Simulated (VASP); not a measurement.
# SbW2 (Fm-3m) in VASP: a series of runs, part 2 of 2

VASP 6.6.1. The steps go on from the part before.

## (4) Band structure, PBE

Contents of POSCAR:

```
SbW2
1.0
    0.0000000000      3.1330100000      3.1330100000
    3.1330100000      0.0000000000      3.1330100000
    3.1330100000      3.1330100000      0.0000000000
Sb W
1 2
Direct
    0.5000000000      0.5000000000      0.5000000000
    0.2500000000      0.2500000000      0.2500000000
    0.7500000000      0.7500000000      0.7500000000
```

Contents of INCAR.step1:

```
ALGO = Normal ; EDIFF = 1E-6
ENCUT = 600 ; GGA = PE
ISIF = 2 ; ISMEAR = -1
LASPH = True ; LCHARG = True
LMAXMIX = 4 ; LREAL = False
LWAVE = False ; NBANDS = 16
NELM = 80 ; PREC = Accurate
SIGMA = 0.05
```

Contents of KPOINTS.step1:

```
k-points
0
Gamma
  7 7 7
```

Contents of INCAR.step2:

```
ALGO = Normal ; EDIFF = 1E-6
ENCUT = 600 ; GGA = PE
ICHARG = 11 ; ISIF = 2
ISMEAR = 0 ; LASPH = True
LCHARG = False ; LMAXMIX = 4
LREAL = False ; LWAVE = False
NBANDS = 16 ; NELM = 80
PREC = Accurate ; SIGMA = 0.05
```

Contents of KPOINTS.step2:

```
path GXWKGLUWLK,UX
15
line-mode
reciprocal
 0.0000000000  0.0000000000  0.0000000000  G
 0.5000000000  0.0000000000  0.5000000000  X

 0.5000000000  0.0000000000  0.5000000000  X
 0.5000000000  0.2500000000  0.7500000000  W

 0.5000000000  0.2500000000  0.7500000000  W
 0.3750000000  0.3750000000  0.7500000000  K

 0.3750000000  0.3750000000  0.7500000000  K
 0.0000000000  0.0000000000  0.0000000000  G

 0.0000000000  0.0000000000  0.0000000000  G
 0.5000000000  0.5000000000  0.5000000000  L

 0.5000000000  0.5000000000  0.5000000000  L
 0.6250000000  0.2500000000  0.6250000000  U

 0.6250000000  0.2500000000  0.6250000000  U
 0.5000000000  0.2500000000  0.7500000000  W

 0.5000000000  0.2500000000  0.7500000000  W
 0.5000000000  0.5000000000  0.5000000000  L

 0.5000000000  0.5000000000  0.5000000000  L
 0.3750000000  0.3750000000  0.7500000000  K

 0.6250000000  0.2500000000  0.6250000000  U
 0.5000000000  0.0000000000  0.5000000000  X
```

Potentials or basis: VASP PAW PBE potentials, release 54 (Sb, W).

Started as:

```sh
> cat potpaw_PBE.54/Sb/POTCAR potpaw_PBE.54/W/POTCAR > POTCAR
> cp INCAR.step1 INCAR
> cp KPOINTS.step1 KPOINTS
> mpirun -np 1 vasp_std > vasp.out
> cp INCAR.step2 INCAR
> cp KPOINTS.step2 KPOINTS
> mpirun -np 1 vasp_std > vasp.out
```

OUTCAR:

```text
EDIFF = 1E-6
   ENCUT = 600
   GGA = PE
   ICHARG = 11
   ISIF = 2
   ISMEAR = 0
   LASPH = True
   LREAL = False
   NELM = 80
   PREC = Accurate

 ion  position               nearest neighbor table
   1  0.500  0.500  0.500-   2 2.71   2 2.71   2 2.71   3 2.71   3 2.71   3 2.71   3 2.71   2 2.71

   2  0.250  0.250  0.250-   1 2.71   1 2.71   1 2.71   1 2.71   3 3.13   3 3.13   3 3.13   3 3.13
                             3 3.13   3 3.13
   3  0.750  0.750  0.750-   1 2.71   1 2.71   1 2.71   1 2.71   2 3.13   2 3.13   2 3.13   2 3.13
                             2 3.13   2 3.13

  LATTYP: Found a face centered cubic cell.
 ALAT       =     6.2660200000

  Lattice vectors:

 A1 = (   0.0000000000,   3.1330100000,   3.1330100000)
 A2 = (   3.1330100000,   0.0000000000,   3.1330100000)
 A3 = (   3.1330100000,   3.1330100000,   0.0000000000)

Analysis of symmetry for initial positions (statically):
=====================================================================
 Subroutine PRICEL returns:
[... 161 lines left out ...]
  ext. energy  EPLUGINS =         0.00000000
  ---------------------------------------------------
  free energy    TOTEN  =       -25.80527042 eV

  energy without entropy =      -25.79852885  energy(sigma->0) =      -25.80189963

 E-fermi :   7.3949     XC(G=0): -11.4898

 val. band max:        7.3898356897   @ k =   0.5000   0.3929   0.6071
 cond. band min:       7.3978663795   @ k =   0.6161   0.2321   0.6161
 fundamental gap:      0.0080306898
 Fermi energy:         7.3948801655

 k-point     1 :       0.0000    0.0000    0.0000
  band No.  band energies     occupation
      1      -4.7589      2.00000
      2       2.4056      2.00000
      3       2.4056      2.00000
      4       2.4056      2.00000
      5       4.4132      2.00000
      6       4.4132      2.00000
[... 433 lines left out ...]
      3       2.8092      2.00000
      4       4.0692      2.00000
      5       4.7266      2.00000
      6       5.2207      2.00000
[... 8 lines left out ...]
     15      13.2788      0.00000
     16      14.5231      0.00000

 [... further k-points ...]
[... 5 lines left out ...]
  --------------------------------------------------------------------------------------
  -------------------------------------------------------------------------------------
  Total       -0.6697642     -0.6697642     -0.6697642     -0.0000000     -0.0000000      0.0000000
  in kB      -17.4468549    -17.4468549    -17.4468549     -0.0000000     -0.0000000      0.0000000
  external PRESSURE =     -17.4468549 kB  Pullay stress =       0.0000000 kB

 VOLUME and BASIS-vectors are now :
 -----------------------------------------------------------------------------
  energy-cutoff  :      600.00
  volume of cell :       61.51
      direct lattice vectors                 reciprocal lattice vectors
     0.000000000  3.133010000  3.133010000    -0.159590937  0.159590937  0.159590937
     3.133010000  0.000000000  3.133010000     0.159590937 -0.159590937  0.159590937
     3.133010000  3.133010000  0.000000000     0.159590937  0.159590937 -0.159590937

 POSITION                                       TOTAL-FORCE (eV/Angst)
 -----------------------------------------------------------------------------------
      3.13301      3.13301      3.13301         0.000000      0.000000      0.000000
      1.56651      1.56651      1.56651         0.000000      0.000000     -0.000000
      4.69951      4.69951      4.69951        -0.000000     -0.000000     -0.000000
 -----------------------------------------------------------------------------------
    total drift:                                0.000000     -0.000000      0.000000

  FREE ENERGIE OF THE ION-ELECTRON SYSTEM (eV)
  ---------------------------------------------------
  free  energy   TOTEN  =       -25.8052704168 eV

  energy  without entropy=      -25.7985288476  energy(sigma->0) =      -25.80189963
```

OUTCAR.step1:

```text
EDIFF = 1E-6
   ENCUT = 600
   GGA = PE
   ISIF = 2
[... 602 lines left out ...]
      3.13301      3.13301      3.13301        -0.000000      0.000000      0.000000
      1.56651      1.56651      1.56651         0.000000      0.000000      0.000000
      4.69951      4.69951      4.69951        -0.000000     -0.000000     -0.000000
 -----------------------------------------------------------------------------------
    total drift:                                0.000000     -0.000000      0.000000

  FREE ENERGIE OF THE ION-ELECTRON SYSTEM (eV)
  ---------------------------------------------------
  free  energy   TOTEN  =       -25.6915961504 eV

  energy  without entropy=      -25.6555290743  energy(sigma->0) =      -25.67356261
```

OSZICAR.step1:

```text
N       E                     dE             d eps       ncg     rms          rms(c)
DAV:   1     0.662091557621E+02    0.66209E+02   -0.71597E+03   640   0.997E+02
DAV:   2    -0.224434352860E+02   -0.88653E+02   -0.80893E+02   856   0.216E+02
DAV:   3    -0.267775956882E+02   -0.43342E+01   -0.41626E+01   912   0.441E+01
DAV:   4    -0.268294576162E+02   -0.51862E-01   -0.51808E-01   720   0.565E+00
DAV:   5    -0.268302267911E+02   -0.76917E-03   -0.76846E-03   896   0.629E-01    0.210E+01
DAV:   6    -0.258371025470E+02    0.99312E+00   -0.19990E+00   824   0.783E+00    0.880E+00
DAV:   7    -0.257083906319E+02    0.12871E+00   -0.36831E-01   888   0.359E+00    0.247E+00
DAV:   8    -0.256919376983E+02    0.16453E-01   -0.28542E-02   680   0.876E-01    0.106E-01
DAV:   9    -0.256916294484E+02    0.30825E-03   -0.17968E-03   744   0.271E-01    0.520E-02
DAV:  10    -0.256915972463E+02    0.32202E-04   -0.26932E-04   848   0.791E-02    0.183E-02
DAV:  11    -0.256915986481E+02   -0.14018E-05   -0.91700E-06   752   0.181E-02    0.102E-02
DAV:  12    -0.256915960510E+02    0.25971E-05   -0.72356E-07   584   0.810E-03    0.155E-03
DAV:  13    -0.256915961504E+02   -0.99423E-07   -0.10501E-07   384   0.269E-03
   1 F= -.25691596E+02 E0= -.25673563E+02  d E =-.360671E-01
```

Run time: 42 s. Hardware: 1 thread of Intel Xeon 6975P-C (Granite Rapids), shared host; peak memory 0.33 GiB.

What came out:

- Band gap along the path: none (metal or under the smearing width)

Levels at the corners of the path, in eV from the Fermi level:
| point | band 7 | band 8 | band 9 | band 10 | band 11 | band 12 |
| --- | --- | --- | --- | --- | --- | --- |
| Γ | 0.89 | 1.63 | 1.63 | 1.63 | 3.49 | 3.49 |
| X | -2.48 | 0.07 | 0.07 | 0.40 | 0.40 | 1.77 |
| X | -2.48 | 0.07 | 0.07 | 0.40 | 0.40 | 1.77 |
| W | -1.89 | -0.31 | -0.31 | 0.23 | 0.69 | 0.95 |
| W | -1.89 | -0.31 | -0.31 | 0.23 | 0.69 | 0.95 |
| K | -1.78 | -0.27 | -0.05 | 0.27 | 0.41 | 1.12 |
| K | -1.78 | -0.27 | -0.05 | 0.27 | 0.41 | 1.12 |
| Γ | 0.89 | 1.63 | 1.63 | 1.63 | 3.49 | 3.49 |
| Γ | 0.89 | 1.63 | 1.63 | 1.63 | 3.49 | 3.49 |
| L | -0.90 | -0.81 | -0.48 | -0.48 | -0.32 | -0.32 |
| L | -0.90 | -0.81 | -0.48 | -0.48 | -0.32 | -0.32 |
| U | -1.78 | -0.27 | -0.05 | 0.27 | 0.41 | 1.12 |
| U | -1.78 | -0.27 | -0.05 | 0.27 | 0.41 | 1.12 |
| W | -1.89 | -0.31 | -0.31 | 0.23 | 0.69 | 0.95 |
| W | -1.89 | -0.31 | -0.31 | 0.23 | 0.69 | 0.95 |
| L | -0.90 | -0.81 | -0.48 | -0.48 | -0.32 | -0.32 |
| L | -0.90 | -0.81 | -0.48 | -0.48 | -0.32 | -0.32 |
| K | -1.78 | -0.27 | -0.05 | 0.27 | 0.41 | 1.12 |
| U | -1.78 | -0.27 | -0.05 | 0.27 | 0.41 | 1.12 |
| X | -2.48 | 0.07 | 0.07 | 0.40 | 0.40 | 1.77 |

Caveat: the log is that of the step along the path at fixed density, whose energy, stress, charges and moments have no meaning; spin-orbit coupling is left out, which moves the levels of the heavy elements.
